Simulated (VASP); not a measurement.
# NMgBrH2 in VASP: reference runs

Aim: a first look at NMgBrH2 with PBE, on the cell as given.

Everything below comes from runs of VASP 6.6.1. Logs are shortened: lines on timing, memory, paths and dates and some standing lists are left out, and cuts for length are marked.

### 1 Starting point

The cell holds a molecule in a box, 5 atoms: a = 13.000 Å, b = 13.000 Å, c = 12.000 Å, α = 90.00°, β = 90.00°, γ = 90.00°.

### 2 Single point, PBE

Input file INCAR:

```
SYSTEM = MgH2BrN
ALGO = Normal ; EDIFF = 1E-7
ENCUT = 520 ; GGA = PE
ISIF = 2 ; ISMEAR = 0
LASPH = .True. ; LCHARG = .False.
LREAL = .False. ; LWAVE = .False.
NBANDS = 16 ; NELM = 60
PREC = Accurate ; SIGMA = 0.01
```

Input file KPOINTS:

```
k-points
0
Gamma
  1 1 1
  0 0 0
```

Input file POSCAR:

```
MgH2BrN
1.0
   13.0000000000      0.0000000000      0.0000000000
    0.0000000000     13.0000000000      0.0000000000
    0.0000000000      0.0000000000     12.0000000000
N Mg Br H
1 1 1 2
Direct
    0.4124576900      0.5605000000      0.4635500000
    0.5136115400      0.4752615400      0.5255583300
    0.6396346200      0.3690615400      0.6027833300
    0.3979730800      0.6341692300      0.4847666700
    0.3623653800      0.5411461500      0.4028833300
```

Potentials or basis: VASP PAW PBE potentials, release 64 (N, Mg, Br, H).

Run with:

```
> cat potpaw_PBE.64/N/POTCAR potpaw_PBE.64/Mg/POTCAR potpaw_PBE.64/Br/POTCAR potpaw_PBE.64/H/POTCAR > POTCAR
> mpirun -np 1 vasp_gam > vasp.out
```

OUTCAR:

```text
SYSTEM = MgH2BrN
   EDIFF = 1E-7
   ENCUT = 520
   GGA = PE
   ISIF = 2
   ISMEAR = 0
   LASPH = .True.
   LREAL = .False.
   NELM = 60
   PREC = Accurate

 ion  position               nearest neighbor table
   1  0.412  0.560  0.464-   5 1.01   4 1.01   2 1.87
   2  0.514  0.475  0.526-   1 1.87   3 2.33
   3  0.640  0.369  0.603-   2 2.33
   4  0.398  0.634  0.485-   1 1.01
   5  0.362  0.541  0.403-   1 1.01

  LATTYP: Found a simple tetragonal cell.
 ALAT       =    13.0000000000
 C/A-ratio  =     0.9230769231

  Lattice vectors:

 A1 = (  13.0000000000,   0.0000000000,   0.0000000000)
 A2 = (   0.0000000000,  13.0000000000,   0.0000000000)
 A3 = (   0.0000000000,   0.0000000000,  12.0000000000)

Analysis of symmetry for initial positions (statically):
=====================================================================
 Subroutine PRICEL returns:
 Original cell was already a primitive cell.

 Routine SETGRP: Setting up the symmetry group for a
 simple tetragonal supercell.

 Subroutine GETGRP returns: Found  1 space group operations
 (whereof  1 operations were pure point group operations)
 out of a pool of 16 trial point group operations.

The static configuration has the point symmetry C_1 .

Analysis of symmetry for dynamics (positions and initial velocities):
=====================================================================
 Subroutine PRICEL returns:
 Original cell was already a primitive cell.

 Routine SETGRP: Setting up the symmetry group for a
 simple tetragonal supercell.

 Subroutine GETGRP returns: Found  1 space group operations
 (whereof  1 operations were pure point group operations)
 out of a pool of 16 trial point group operations.

The dynamic configuration has the point symmetry C_1 .

 Subroutine INISYM returns: Found  1 space group operations
 (whereof  1 operations are pure point group operations),
 and found     1 'primitive' translations

----------------------------------------------------------------------------------------

                                     Primitive cell

  volume of cell :    2028.0000

  direct lattice vectors                    reciprocal lattice vectors
    13.000000000  0.000000000  0.000000000     0.076923077  0.000000000  0.000000000
     0.000000000 13.000000000  0.000000000     0.000000000  0.076923077  0.000000000
     0.000000000  0.000000000 12.000000000     0.000000000  0.000000000  0.083333333

  length of vectors
    13.000000000 13.000000000 12.000000000     0.076923077  0.076923077  0.083333333

  position of ions in fractional coordinates (direct lattice)
     0.412457690  0.560500000  0.463550000
     0.513611540  0.475261540  0.525558330
     0.639634620  0.369061540  0.602783330
     0.397973080  0.634169230  0.484766670
     0.362365380  0.541146150  0.402883330

  ion indices of the primitive-cell ions
   primitive index   ion index
                 1           1
                 2           2
                 3           3
                 4           4
                 5           5

----------------------------------------------------------------------------------------

 KPOINTS: k-points

Automatic generation of k-mesh.
 Grid dimensions read from file:
 generate k-points for:    1    1    1

 Generating k-lattice:

  Cartesian coordinates                     Fractional coordinates (reciprocal lattice)
     0.076923077  0.000000000  0.000000000     1.000000000  0.000000000  0.000000000
     0.000000000  0.076923077  0.000000000     0.000000000  1.000000000  0.000000000
     0.000000000  0.000000000  0.083333333     0.000000000  0.000000000  1.000000000

  Length of vectors
     0.076923077  0.076923077  0.083333333

  Shift w.r.t. Gamma in fractional coordinates (k-lattice)
     0.000000000  0.000000000  0.000000000

 Subroutine IBZKPT returns following result:
 ===========================================

 Found      1 irreducible k-points:

 Following reciprocal coordinates:
            Coordinates               Weight
  0.000000  0.000000  0.000000      1.000000
   k-points           NKPTS =      1   k-points in BZ     NKDIM =      1   number of bands    NBANDS=     16
   number of dos      NEDOS =    301   number of ions     NIONS =      5
   total plane-waves  NPLWV = 864360
   dimension x,y,z NGX =    98 NGY =   98 NGZ =   90
   dimension x,y,z NGXF=   196 NGYF=  196 NGZF=  180
   ions per type =               1   1   1   2
   NGX,Y,Z   is equivalent  to a cutoff of  12.53, 12.53, 12.47 a.u.
   NGXF,Y,Z  is equivalent  to a cutoff of  25.06, 25.06, 24.94 a.u.
 SYSTEM =  MgH2BrN
   PREC   = accura    normal or accurate (medium, high low for compatibility)
   ISTART =      0    job   : 0-new  1-cont  2-samecut
   ICHARG =      2    charge: 1-file 2-atom 10-const
   ISPIN  =      1    spin polarized calculation?
   LNONCOLLINEAR =      F non collinear calculations
   LSORBIT =      F    spin-orbit coupling
   LASPH  =      T    aspherical Exc in radial PAW
   ENCUT  =  520.0 eV  38.22 Ry    6.18 a.u.  24.17 24.17 22.31*2*pi/ulx,y,z
   NELM   =     60;   NELMIN=  2; NELMDL= -5     # of ELM steps
   EDIFF  = 0.1E-06   stopping-criterion for ELM
   LREAL  =      F    real-space projection
[... 7 lines left out ...]
   TEBEG  =    0.0;   TEEND  =   0.0 temperature during run
   PSTRESS=    0.0 pullay stress
   NELECT =      16.0000    total number of electrons
   NUPDOWN=      -1.0000    fix difference up-down
   EMIN   =  10.00;   EMAX   =-10.00  energy-range for DOS
   EFERMI =   0.00;   METHOD = LEGACY
   ISMEAR =     0;   SIGMA  =   0.01  broadening in eV -4-tet -1-fermi 0-gaus
   EFERMI_NEDOS =   21; number of points for ismear=-14 and -15
   IALGO  =     38    algorithm
   IMIX   =      4    mixing-type and parameters
     AMIX     =   0.40;   BMIX     =  1.00
     AMIX_MAG =   1.60;   BMIX_MAG =  1.00
  volume/ion in A,a.u.               =     405.60      2737.12
  Fermi-wavevector in a.u.,A,eV,Ry     =   0.325906  0.615873  1.445138  0.106215
  Thomas-Fermi vector in A             =   1.217307
   LORBIT       =      0    0 simple, 1 ext, 2 COOP (PROOUT), +10 PAW based schemes
   GGA     = PE    functional components
   LHFCALC =     F    Hartree Fock is set to
   AEXX    =    0.0000 exact exchange contribution
   IVDW    =     0    specifies the selected vdW correction
   LEPSILON=     F    determine dielectric tensor
   LRPA    =     F    only Hartree local field effects (RPA)
 non-spin polarized calculation
 Gauss-broadening in eV      SIGMA  =   0.01
  energy-cutoff  :      520.00
  volume of cell :     2028.00
 maximum number of plane-waves:     27285
 NGX is ok and might be reduce to    98
   NGX = 49   NGY = 49   NGZ = 45

 number of electron      16.0000002 magnetization

 Free energy of the ion-electron system (eV)
  ---------------------------------------------------
  ext. energy  EPLUGINS =         0.00000000
  ---------------------------------------------------
  free energy    TOTEN  =       -20.19915134 eV

  energy without entropy =      -20.19915134  energy(sigma->0) =      -20.19915134

 E-fermi :  -5.0314     XC(G=0):  -0.7372

 val. band max:       -5.1140925205   @ k =   0.0000   0.0000   0.0000
 cond. band min:      -1.8575767277   @ k =   0.0000   0.0000   0.0000
 fundamental gap:      3.2565157928
 Fermi energy:        -5.0313572670

 k-point     1 :       0.0000    0.0000    0.0000
  band No.  band energies     occupation
      1     -19.4563      2.00000
      2     -18.7785      2.00000
      3     -10.7181      2.00000
      4      -8.5138      2.00000
      5      -7.5954      2.00000
      6      -6.6667      2.00000
[... 8 lines left out ...]
     15       0.7649      0.00000
     16       0.9684      0.00000

------------------------ aborting loop because EDIFF is reached ----------------------------------------

  FORCE on cell =-STRESS in cart. coord.  units (eV):
  Direction    XX          YY          ZZ          XY          YZ          ZX
  --------------------------------------------------------------------------------------
  -------------------------------------------------------------------------------------
  Total        0.4126061      0.5113702      0.2602603     -0.2596897      0.0061612      0.3240921
  in kB        0.3259705      0.4039969      0.2056130     -0.2051622      0.0048675      0.2560419
  external PRESSURE =       0.3118602 kB  Pullay stress =       0.0000000 kB

 VOLUME and BASIS-vectors are now :
 -----------------------------------------------------------------------------
  energy-cutoff  :      520.00
  volume of cell :     2028.00
      direct lattice vectors                 reciprocal lattice vectors
    13.000000000  0.000000000  0.000000000     0.076923077  0.000000000  0.000000000
     0.000000000 13.000000000  0.000000000     0.000000000  0.076923077  0.000000000
     0.000000000  0.000000000 12.000000000     0.000000000  0.000000000  0.083333333

 POSITION                                       TOTAL-FORCE (eV/Angst)
 -----------------------------------------------------------------------------------
      5.36195      7.28650      5.56260         0.143683     -0.117159      0.079980
      6.67695      6.17840      6.30670         0.081276     -0.067279      0.044311
      8.31525      4.79780      7.23340         0.065947     -0.056636      0.038690
      5.17365      8.24420      5.81720        -0.063673      0.331257      0.089835
      4.71075      7.03490      4.83460        -0.227233     -0.090183     -0.252816
 -----------------------------------------------------------------------------------
    total drift:                                0.000054      0.000288      0.000099

  FREE ENERGIE OF THE ION-ELECTRON SYSTEM (eV)
  ---------------------------------------------------
  free  energy   TOTEN  =       -20.1991513446 eV

  energy  without entropy=      -20.1991513446  energy(sigma->0) =      -20.19915134
```

Wall time 93 s (1 thread of AMD EPYC 9R45 (Zen 5), shared host); peak memory 1.4 GiB.

Results:

| Quantity | Value |
| --- | --- |
| Free energy | -20.1992 eV |
| Largest force | 0.352 eV/Å |
| Gap between the frontier levels | 3.26 eV |

Forces on the atoms (eV/Å):
```
N    0.144 -0.117  0.080
Mg   0.081 -0.067  0.044
Br   0.066 -0.057  0.039
H   -0.064  0.331  0.090
H   -0.227 -0.090 -0.253
```
